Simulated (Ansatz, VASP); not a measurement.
# MgZn4Te in VASP and in Ansatz

```
Mg Zn Te
1.0
     3.40182    0.00000    0.00000
    -1.70091    2.94606    0.00000
     0.00000    0.00000   12.26748
Mg Zn Te
1 4 1
Direct
  0.00000 0.00000 0.00000
  0.66667 0.33333 0.82663
  0.66667 0.33333 0.31732
  0.33333 0.66667 0.68268
  0.33333 0.66667 0.17337
  0.00000 0.00000 0.50000
```

Change from the starting cell: species swapped into the TaTiTe4 type (P-3m1, No. 164).

Alike in both runs: functional PBE; k mesh 6 × 6 × 2; occupations gaussian, width 0.1 eV; no spin polarisation.

Ansatz relaxed the structure, and its values are those at the end. VASP's run is a single point on that final structure, the one shown.

|  | VASP | Ansatz |
| --- | --- | --- |
| version | VASP 6.6.1 | Ansatz 0.2.0 |
| potentials or method | VASP PAW PBE potentials, release 64 (Mg, Zn, Te) | scalar-relativistic, plane waves, PAW |
| plane-wave cutoff (eV) | 520 | 420 |
| valence electrons in the cell | 56 | 74 |

Ansatz gave:

- gap on the k mesh at the Fermi level (eV): none
- pressure (GPa): -0.1
- rms of the force components (eV/Å): 0.008

Q: What did VASP give for the same quantities?

A: gap on the k mesh at the Fermi level (eV): none; pressure (GPa): 0.0; rms of the force components (eV/Å): 0.008.

A gap of «none» marks a metal or a gap that the smearing closes. With one functional, cell and mesh, what is left measures potentials, basis and numerics. The two sets of potentials don't hold the same shells in valence.

Spin-orbit coupling is left out, which matters for the levels of Te.
